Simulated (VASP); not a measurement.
Data:

```
CELL_PARAMETERS angstrom
      4.64295     0.00000     0.00000
      0.00000     4.64295     0.00000
      0.00000     0.00000     3.13199
ATOMIC_POSITIONS crystal
  Zn 0.00000 0.00000 0.00000
  Zn 0.50000 0.50000 0.50000
  F  0.30231 0.30231 0.00000
  F  0.80231 0.19769 0.50000
  F  0.19769 0.80231 0.50000
  F  0.69769 0.69769 0.00000
```

Method: PBE GGA, VASP's PBE PAW potentials (set 64) (plane waves; VASP 6.6.1). Numerical set-up: 620 eV cut-off, 5×5×7 Γ-centred mesh, Gaussian smearing of 0.050 eV, potentials Zn F.

Energy and stress use the plane-wave basis of the starting cell.

**Question.** The ions, cell shape and volume at an external pressure of 20.0 GPa are relaxed. Which structure does the run end with?

**Answer.** 
```
CELL_PARAMETERS angstrom
      4.52721     0.00000     0.00000
      0.00000     4.52721     0.00000
      0.00000     0.00000     3.10066
ATOMIC_POSITIONS crystal
  Zn 0.00000 0.00000 0.00000
  Zn 0.50000 0.50000 0.50000
  F  0.30239 0.30239 0.00000
  F  0.80239 0.19761 0.50000
  F  0.19761 0.80239 0.50000
  F  0.69761 0.69761 0.00000
```
Space group P4_2/mnm (136), at a tolerance of 0.03 Å.

**Question.** How do energy and volume change from the first to the last step?

**Answer.** The energy (σ→0) changes by +60.4 meV/atom and the volume by -5.9 %, in 9 ionic steps.

The compound is ZnF2 in the rutile structure. This run relaxes it under an external pressure of 20 GPa. Symmetry was kept, so distortions that lower it aren't found.
